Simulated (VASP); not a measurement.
Data:

```xyz
3
Lattice="0.0000 3.1239 3.1239 3.1239 0.0000 3.1239 3.1239 3.1239 0.0000" Properties=species:S:1:pos:R:3 pbc="T T T"
Ba     0.0000     0.0000     0.0000
F      1.5620     1.5620     1.5620
F      4.6859     4.6859     4.6859
```

Calculation: PBE GGA with D3 dispersion (Becke-Johnson damping), VASP's PBE PAW potentials (set 64) (plane waves; VASP). Run with 520 eV cut-off, Gaussian smearing of 0.050 eV, potentials Ba_sv F.

Unless said otherwise, spin-orbit coupling is left out, though it shifts the bands of the heavy elements here.

Problem. Give the energies of bands 7 to 15 at the high-symmetry points, in eV from the valence-band maximum.

Solution. 
| band | Γ | X | U | L | W |
|---|---|---|---|---|---|
| 7 | -1.43 | -1.47 | -1.24 | -1.04 | -1.18 |
| 8 | -1.43 | -0.35 | -0.55 | -1.04 | -0.62 |
| 9 | -1.43 | -0.35 | -0.50 | -0.64 | -0.35 |
| 10 | -0.07 | -0.33 | -0.36 | -0.35 | -0.35 |
| 11 | -0.07 | -0.33 | -0.17 | -0.17 | -0.28 |
| 12 | -0.07 | -0.11 | -0.16 | -0.17 | -0.16 |
| 13 | 6.66 | 7.20 | 7.48 | 8.96 | 7.50 |
| 14 | 9.09 | 8.88 | 9.23 | 9.08 | 9.67 |
| 15 | 9.09 | 10.52 | 9.80 | 9.08 | 9.73 |

The gap is indirect, 6.66 eV, from the valence maximum at K-Γ at 0.43 to the conduction minimum at Γ.

Measured: gap 10.50 eV (computed value off by -3.84 eV), as given by Andrés Aguado et al., Journal of the Physical Society of Japan (1999), arXiv:cond-mat/9901145.

The compound is BaF2 in the fluorite structure. It was relaxed first.
